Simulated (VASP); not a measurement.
Output of a VASP run:

### OUTCAR
```
 ion  position               nearest neighbor table
   1  0.000  0.000  0.000-
  LATTYP: Found a face centered cubic cell.
 ALAT       =     4.1411518492
 Subroutine PRICEL returns:
 Original cell was already a primitive cell.
 Subroutine GETGRP returns: Found 48 space group operations
The static configuration has the point symmetry O_h .
The dynamic configuration has the point symmetry O_h .
 Subroutine INISYM returns: Found 48 space group operations
 Subroutine IBZKPT returns following result:
 Found    120 irreducible k-points:

 Following reciprocal coordinates:
            Coordinates               Weight
  0.000000  0.000000  0.000000      1.000000
  0.066667  0.000000  0.000000      8.000000
  0.133333  0.000000  0.000000      8.000000
  0.200000  0.000000  0.000000      8.000000
  0.266667  0.000000  0.000000      8.000000
  0.333333  0.000000  0.000000      8.000000
  0.400000  0.000000  0.000000      8.000000
  0.466667  0.000000  0.000000      8.000000
  0.066667  0.066667  0.000000      6.000000
  0.133333  0.066667  0.000000     24.000000
  0.200000  0.066667  0.000000     24.000000
  0.266667  0.066667  0.000000     24.000000
  0.333333  0.066667  0.000000     24.000000
  0.400000  0.066667  0.000000     24.000000
  0.466667  0.066667  0.000000     24.000000
 -0.466667  0.066667  0.000000     24.000000
 -0.400000  0.066667  0.000000     24.000000
 -0.333333  0.066667  0.000000     24.000000
 -0.266667  0.066667  0.000000     24.000000
 -0.200000  0.066667  0.000000     24.000000
 -0.133333  0.066667  0.000000     24.000000
 -0.066667  0.066667  0.000000     12.000000
  0.133333  0.133333  0.000000      6.000000
  0.200000  0.133333  0.000000     24.000000
  0.266667  0.133333  0.000000     24.000000
  0.333333  0.133333  0.000000     24.000000
  0.400000  0.133333  0.000000     24.000000
  0.466667  0.133333  0.000000     24.000000
 -0.466667  0.133333  0.000000     24.000000
 -0.400000  0.133333  0.000000     24.000000
 -0.333333  0.133333  0.000000     24.000000
 -0.266667  0.133333  0.000000     24.000000
 -0.200000  0.133333  0.000000     24.000000
 -0.133333  0.133333  0.000000     12.000000
  0.200000  0.200000  0.000000      6.000000
  0.266667  0.200000  0.000000     24.000000
  0.333333  0.200000  0.000000     24.000000
  0.400000  0.200000  0.000000     24.000000
  0.466667  0.200000  0.000000     24.000000
 -0.466667  0.200000  0.000000     24.000000
   k-points           NKPTS =    120   k-points in BZ     NKDIM =    120   number of bands    NBANDS=      9
   number of dos      NEDOS =    301   number of ions     NIONS =      1
   total plane-waves  NPLWV =  13824
   dimension x,y,z NGX =    24 NGY =   24 NGZ =   24
   dimension x,y,z NGXF=    48 NGYF=   48 NGZF=   48
   ions per type =               1
   PREC   = accura    normal or accurate (medium, high low for compatibility)
   ISTART =      0    job   : 0-new  1-cont  2-samecut
   ICHARG =      2    charge: 1-file 2-atom 10-const
   ISPIN  =      1    spin polarized calculation?
   LNONCOLLINEAR =      F non collinear calculations
   LSORBIT =      F    spin-orbit coupling
   INIWAV =      1    electr: 0-lowe 1-rand  2-diag
   ENCUT  =  500.0 eV  36.75 Ry    6.06 a.u.   5.34  5.34  5.34*2*pi/ulx,y,z
   NELM   =    100;   NELMIN=  2; NELMDL= -5     # of ELM steps
   EDIFF  = 0.1E-05   stopping-criterion for ELM
   LREAL  =      F    real-space projection
   NLSPLINE    = F    spline interpolate recip. space projectors
   LMAXMIX     =    4 max onsite mixed and CHGCAR
   VOSKOWN=      0    Vosko Wilk Nusair interpolation
   EDIFFG = -.2E-01   stopping-criterion for IOM
   NSW    =     40    number of steps for IOM
   NBLOCK =      1;   KBLOCK =     40    inner block; outer block
   IBRION =      2    ionic relax: 0-MD 1-quasi-New 2-CG
   NFREE  =      1    steps in history (QN), initial steepest desc. (CG)
...
```

**OSZICAR**
```
       N       E                     dE             d eps       ncg     rms          rms(c)
DAV:   1     0.433303113965E+02    0.43330E+02   -0.56039E+03  2232   0.106E+03
DAV:   2    -0.257901931367E+01   -0.45909E+02   -0.43559E+02  2212   0.201E+02
DAV:   3    -0.295789313392E+01   -0.37887E+00   -0.37877E+00  2614   0.226E+01
DAV:   4    -0.295865998586E+01   -0.76685E-03   -0.76683E-03  2478   0.932E-01
DAV:   5    -0.295866476406E+01   -0.47782E-05   -0.47785E-05  2403   0.653E-02    0.470E+00
DAV:   6    -0.272243164944E+01    0.23623E+00   -0.11562E+00  2203   0.116E+01    0.311E+00
DAV:   7    -0.271571043312E+01    0.67212E-02   -0.83364E-03  2325   0.102E+00    0.177E+00
DAV:   8    -0.271313603459E+01    0.25744E-02   -0.69447E-04  2240   0.263E-01    0.630E-02
DAV:   9    -0.271314507209E+01   -0.90375E-05   -0.76864E-06  2581   0.272E-02    0.139E-02
DAV:  10    -0.271315141700E+01   -0.63449E-05   -0.39052E-06  2351   0.249E-02    0.372E-03
DAV:  11    -0.271315114104E+01    0.27596E-06   -0.80013E-08  1132   0.310E-03
   1 F= -.27131511E+01 E0= -.27130096E+01  d E =-.271315E+01
       N       E                     dE             d eps       ncg     rms          rms(c)
DAV:   1    -0.271596950875E+01   -0.28181E-02   -0.51368E-02  2196   0.279E+00    0.350E-01
DAV:   2    -0.271326193113E+01    0.27076E-02   -0.12476E-02  2191   0.121E+00    0.108E-01
DAV:   3    -0.271320528462E+01    0.56647E-04   -0.11164E-04  2229   0.105E-01    0.720E-02
DAV:   4    -0.271318335038E+01    0.21934E-04   -0.21805E-05  2285   0.433E-02    0.331E-03
DAV:   5    -0.271318346889E+01   -0.11851E-06   -0.33612E-07  1363   0.601E-03
   2 F= -.27131835E+01 E0= -.27130357E+01  d E =-.323278E-04
```

### OUTCAR
```
------------------------ aborting loop because EDIFF is reached ----------------------------------------
  FORCE on cell =-STRESS in cart. coord.  units (eV):
  Direction    XX          YY          ZZ          XY          YZ          ZX
  --------------------------------------------------------------------------------------
  Total       -0.0116953     -0.0116953     -0.0116953     -0.0000000      0.0000000      0.0000000
  in kB       -1.0509649     -1.0509649     -1.0509649     -0.0000000      0.0000000      0.0000000
  external PRESSURE =      -1.0509649 kB  Pullay stress =       0.0000000 kB
  volume of cell :       17.83
      direct lattice vectors                 reciprocal lattice vectors
     0.000000000  2.073484366  2.073484366    -0.241139990  0.241139990  0.241139990
     2.073484366  0.000000000  2.073484366     0.241139990 -0.241139990  0.241139990
     2.073484366  2.073484366  0.000000000     0.241139990  0.241139990 -0.241139990
 POSITION                                       TOTAL-FORCE (eV/Angst)
 -----------------------------------------------------------------------------------
      4.14697      4.14697      4.14697        -0.000000      0.000000      0.000000
 -----------------------------------------------------------------------------------
    total drift:                               -0.000000     -0.000000      0.000000
  FREE ENERGIE OF THE ION-ELECTRON SYSTEM (eV)
  ---------------------------------------------------
  free  energy   TOTEN  =        -2.7131834689 eV

  energy  without entropy=       -2.7127400946  energy(sigma->0) =       -2.71303568

 reached required accuracy - stopping structural energy minimisation
```
(Selected blocks of OUTCAR.)

**POSCAR**
```
Ag
1
    0.0000000000     2.0705759246     2.0705759246
    2.0705759246     0.0000000000     2.0705759246
    2.0705759246     2.0705759246     0.0000000000
Ag
1
Direct
  0.0000000000   0.0000000000   0.0000000000
```

Question: Reconstruct the remaining input files.

Answer: This is not unique; one that fits is the input of the run itself, PBE GGA, plane waves, VASP's PBE PAW potentials (set 64).

**KPOINTS**
```
Automatic mesh
0
G
  15 15 15
```

**INCAR**
```
ALGO=Normal
EDIFF=1E-6
EDIFFG=-0.02
ENCUT=500
GGA=PE
IBRION=2
ISIF=3
ISMEAR=1
LASPH=.True.
LCHARG=.False.
LMAXMIX=4
LREAL=.False.
LWAVE=.False.
NELM=100
NSW=40
PREC=Accurate
SIGMA=0.1
SYSTEM=Ag
```

POTCAR, in this order: Ag (PBE.64 set). Program: vasp_std.

The compound is Ag in the fcc structure. This run relaxes it. Symmetry was kept, so distortions that lower it aren't found.
